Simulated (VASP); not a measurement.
A convergence study with VASP on CeO (space group Fm-3m): one setting is varied, all else stays as given below, so the limit is that of these other settings. Each run relaxes cell and ions from the cell shown. The basis is that of the starting cell, so low cut-offs carry a Pulay error.

```
CeO
1.0
    0.00000     2.48314     2.48314
    2.48314     0.00000     2.48314
    2.48314     2.48314     0.00000
Ce O
1 1
Direct
  0.00000   0.00000   0.00000
  0.50000   0.50000   0.50000
```

All values below come from PBEsol GGA, VASP's PBE PAW potentials (set 64) (plane waves; VASP). The tightest run used: 800 eV cut-off, 10×10×10 Γ-centred mesh, first-order Methfessel-Paxton smearing of 0.10 eV, potentials Ce O.

Task: The settings run are ENCUT = 250; ENCUT = 300; ENCUT = 350; ENCUT = 400; ENCUT = 450; ENCUT = 500; ENCUT = 550; ENCUT = 600; ENCUT = 650; ENCUT = 700; ENCUT = 750; ENCUT = 800. From which on does the relaxed volume stay within 0.1 Å³/atom of the tightest run?

Result: From ENCUT = 450 on: it is off by 0.078 there and by no more than 0.1 in any finer run, while ENCUT = 400 is off by 0.245.
```json
[
 {"setting": "ENCUT = 250", "relaxed volume (Å³/atom)": "12.632", "E (eV/atom)": "-9.5776", "plane waves": "291", "difference judged (Å³/atom)": "2.215"},
 {"setting": "ENCUT = 300", "relaxed volume (Å³/atom)": "13.591", "E (eV/atom)": "-9.0862", "plane waves": "370", "difference judged (Å³/atom)": "1.257"},
 {"setting": "ENCUT = 350", "relaxed volume (Å³/atom)": "14.248", "E (eV/atom)": "-8.9272", "plane waves": "469", "difference judged (Å³/atom)": "0.600"},
 {"setting": "ENCUT = 400", "relaxed volume (Å³/atom)": "14.603", "E (eV/atom)": "-8.8783", "plane waves": "568", "difference judged (Å³/atom)": "0.245"},
 {"setting": "ENCUT = 450", "relaxed volume (Å³/atom)": "14.769", "E (eV/atom)": "-8.8614", "plane waves": "678", "difference judged (Å³/atom)": "0.078"},
 {"setting": "ENCUT = 500", "relaxed volume (Å³/atom)": "14.834", "E (eV/atom)": "-8.8567", "plane waves": "794", "difference judged (Å³/atom)": "0.014"},
 {"setting": "ENCUT = 550", "relaxed volume (Å³/atom)": "14.847", "E (eV/atom)": "-8.8566", "plane waves": "934", "difference judged (Å³/atom)": "0.001"},
 {"setting": "ENCUT = 600", "relaxed volume (Å³/atom)": "14.844", "E (eV/atom)": "-8.8575", "plane waves": "1034", "difference judged (Å³/atom)": "0.003"},
 {"setting": "ENCUT = 650", "relaxed volume (Å³/atom)": "14.839", "E (eV/atom)": "-8.8581", "plane waves": "1179", "difference judged (Å³/atom)": "0.008"},
 {"setting": "ENCUT = 700", "relaxed volume (Å³/atom)": "14.837", "E (eV/atom)": "-8.8583", "plane waves": "1308", "difference judged (Å³/atom)": "0.011"},
 {"setting": "ENCUT = 750", "relaxed volume (Å³/atom)": "14.844", "E (eV/atom)": "-8.8573", "plane waves": "1458", "difference judged (Å³/atom)": "0.003"},
 {"setting": "ENCUT = 800", "relaxed volume (Å³/atom)": "14.847", "E (eV/atom)": "-8.8564", "plane waves": "1596", "difference judged (Å³/atom)": "0.000"}
]
```

Left out are rungs that failed or repeat a setting and relaxations that didn't move; long series are thinned to 24 rows.

The structure comes from a computed database's CeO entry (Fm-3m); how it stands against other phases isn't given here. The run is not spin-polarised, so no magnetic state was tried.
